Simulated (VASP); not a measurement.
All values below come from SCAN meta-GGA, VASP's PBE PAW potentials (set 64) (plane waves; VASP).

The input files of a VASP run:

### POSCAR
```
AgCl
1.0
  0.0000000000   2.7750000000   2.7750000000
  2.7750000000   0.0000000000   2.7750000000
  2.7750000000   2.7750000000   0.0000000000
Ag Cl
1 1
Direct
  0.0000000000   0.0000000000   0.0000000000
  0.5000000000   0.5000000000   0.5000000000
```

INCAR:
```
LWAVE = .FALSE.
LMAXMIX = 4
PREC = Accurate
EDIFFG = -0.01   # ionic stop
ENCUT = 520   # plane-wave cut-off (eV)
LREAL = .FALSE.
EDIFF = 1E-6   # SCF stop (eV)
ISIF = 3   # ions, shape and volume
METAGGA = SCAN
NSW = 60   # most ionic steps
ISMEAR = 0
SIGMA = 0.05
ALGO = Normal   # blocked Davidson
NELM = 100
LMIXTAU = .TRUE.
LCHARG = .FALSE.
IBRION = 2
LASPH = .TRUE.   # aspherical one-centre terms
SYSTEM = AgCl
```

File KPOINTS:
```
Automatic mesh
0
Gamma
8 8 8
0 0 0
```

POTCAR, in this order: Ag Cl (PBE.64 set). Program: vasp_std.

The resulting files:

### OSZICAR
```
       N       E                     dE             d eps       ncg     rms          rms(c)
DAV:   1     0.668479440943E+02    0.66848E+02   -0.90751E+03   778   0.128E+03
DAV:   2    -0.412679804936E+02   -0.10812E+03   -0.10174E+03   884   0.260E+02
DAV:   3    -0.457457402724E+02   -0.44778E+01   -0.44626E+01   874   0.577E+01
DAV:   4    -0.457811515858E+02   -0.35411E-01   -0.35407E-01   854   0.566E+00
DAV:   5    -0.457816454257E+02   -0.49384E-03   -0.49384E-03   864   0.676E-01    0.706E+00
DAV:   6    -0.399924050132E+02    0.57892E+01   -0.67719E+00   754   0.321E+01    0.737E+00
DAV:   7    -0.404512543869E+02   -0.45885E+00   -0.48314E-01   764   0.104E+01    0.405E+00
DAV:   8    -0.404084805597E+02    0.42774E-01   -0.17404E-01   759   0.501E+00    0.151E+00
DAV:   9    -0.403988851991E+02    0.95954E-02   -0.59595E-02   774   0.301E+00    0.534E-01
DAV:  10    -0.404274151881E+02   -0.28530E-01   -0.24325E-02   759   0.206E+00    0.245E-01
DAV:  11    -0.404297412713E+02   -0.23261E-02   -0.86903E-03   754   0.118E+00    0.152E-01
DAV:  12    -0.404293370239E+02    0.40425E-03   -0.83147E-04   779   0.412E-01    0.762E-02
DAV:  13    -0.404295745971E+02   -0.23757E-03   -0.20047E-04   804   0.216E-01    0.210E-02
DAV:  14    -0.404295548063E+02    0.19791E-04   -0.35687E-05   764   0.676E-02    0.153E-02
DAV:  15    -0.404296410936E+02   -0.86287E-04   -0.23391E-05   754   0.669E-02    0.114E-02
DAV:  16    -0.404296271455E+02    0.13948E-04   -0.58026E-06   814   0.359E-02    0.244E-03
DAV:  17    -0.404296250920E+02    0.20535E-05   -0.40221E-07   377   0.707E-03    0.140E-03
DAV:  18    -0.404296247315E+02    0.36047E-06   -0.44979E-08   377   0.283E-03
   1 F= -.40429625E+02 E0= -.40429625E+02  d E =-.404296E+02
       N       E                     dE             d eps       ncg     rms          rms(c)
DAV:   1    -0.404817467713E+02   -0.52122E-01   -0.95312E-01   754   0.110E+01    0.157E+00
DAV:   2    -0.404289807130E+02    0.52766E-01   -0.14767E-01   754   0.472E+00    0.464E-01
DAV:   3    -0.404284559737E+02    0.52474E-03   -0.70052E-03   764   0.848E-01    0.341E-01
DAV:   4    -0.404275111793E+02    0.94479E-03   -0.42140E-03   794   0.675E-01    0.867E-02
DAV:   5    -0.404304768089E+02   -0.29656E-02   -0.10245E-03   769   0.394E-01    0.659E-02
DAV:   6    -0.404306231101E+02   -0.14630E-03   -0.33317E-04   794   0.170E-01    0.434E-02
DAV:   7    -0.404307300638E+02   -0.10695E-03   -0.84769E-05   754   0.116E-01    0.177E-02
DAV:   8    -0.404307176873E+02    0.12377E-04   -0.40185E-05   754   0.778E-02    0.145E-02
DAV:   9    -0.404307211887E+02   -0.35015E-05   -0.12470E-05   754   0.440E-02    0.184E-03
DAV:  10    -0.404307236114E+02   -0.24227E-05   -0.94557E-07   522   0.125E-02    0.291E-03
DAV:  11    -0.404307225879E+02    0.10235E-05   -0.54053E-08   377   0.274E-03    0.202E-03
DAV:  12    -0.404307228352E+02   -0.24725E-06   -0.24194E-08   377   0.176E-03
   2 F= -.40430723E+02 E0= -.40430723E+02  d E =-.109810E-02
```

### OUTCAR
```
------------------------ aborting loop because EDIFF is reached ----------------------------------------
  FORCE on cell =-STRESS in cart. coord.  units (eV):
  Direction    XX          YY          ZZ          XY          YZ          ZX
  --------------------------------------------------------------------------------------
  Total        0.0045260      0.0045260      0.0045260      0.0000000     -0.0000000     -0.0000000
  in kB        0.1725197      0.1725197      0.1725197      0.0000000     -0.0000000     -0.0000000
  external PRESSURE =       0.1725197 kB  Pullay stress =       0.0000000 kB
  volume of cell :       42.03
      direct lattice vectors                 reciprocal lattice vectors
     0.000000000  2.759639774  2.759639774    -0.181183068  0.181183068  0.181183068
     2.759639774  0.000000000  2.759639774     0.181183068 -0.181183068  0.181183068
     2.759639774  2.759639774  0.000000000     0.181183068  0.181183068 -0.181183068
  FREE ENERGIE OF THE ION-ELECTRON SYSTEM (eV)
  ---------------------------------------------------
  free  energy   TOTEN  =       -40.4307228352 eV

  energy  without entropy=      -40.4307228352  energy(sigma->0) =      -40.43072284

 reached required accuracy - stopping structural energy minimisation
```
(Selected blocks of OUTCAR.)

CONTCAR:
```
AgCl
   1.00000000000000
     0.0000000000000000    2.7596397735593192    2.7596397735593192
     2.7596397735593192    0.0000000000000000    2.7596397735593192
     2.7596397735593192    2.7596397735593192    0.0000000000000000
  Ag              Cl
     1     1
Direct
     0.0000000000000000    1.0000000000000000    0.0000000000000000
     0.5000000000000000    0.5000000000000000    0.5000000000000000
```

The compound is AgCl in the rock salt structure. This run relaxes it. Symmetry was kept, so distortions that lower it aren't found.
